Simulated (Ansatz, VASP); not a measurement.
# One calculation of Hf3ZnIr, two programs

```
Hf Zn Ir
1.0
     4.83707    0.00000    0.00000
     0.00000    4.83707    0.00000
     0.00000    0.00000    4.83707
Hf Zn Ir
3 1 1
Direct
  0.00000 0.50000 0.50000
  0.50000 0.00000 0.50000
  0.50000 0.50000 0.00000
  0.50000 0.50000 0.50000
  0.00000 0.00000 0.00000
```

Change from the starting cell: species swapped into the Ca3BiP type (Pm-3m, No. 221).

Alike in both runs: task relaxation of cell and atoms; functional PBE; k mesh 8 × 8 × 8; occupations gaussian, width 0.1 eV; no spin polarisation.

|  | VASP | Ansatz |
| --- | --- | --- |
| version | VASP 6.6.1 | Ansatz 0.2.0 |
| potentials or method | VASP PAW PBE potentials, release 64 (Hf_pv, Zn, Ir) | scalar-relativistic, plane waves, PAW |
| plane-wave cutoff (eV) | 600 | 420 |
| valence electrons in the cell | 51 | 107 |

|  | VASP | Ansatz | Ansatz less VASP |
| --- | --- | --- | --- |
| gap on the k mesh at the Fermi level, each at its own relaxed structure (eV) | none | none | - |
| relaxed volume (Å³/atom) | 21.88 | 21.99 | +0.105 |
| relaxed cell length with the largest relative difference (Å) | 4.783 | 4.791 | +0.0076 |
| energy change over the relaxation (meV/atom) | -8 | -6 | +2.4 |

A gap of «none» marks a metal or a gap that the smearing closes. The two sets of potentials don't hold the same shells in valence.

Spin-orbit coupling is left out, which matters for the levels of Hf, Ir.
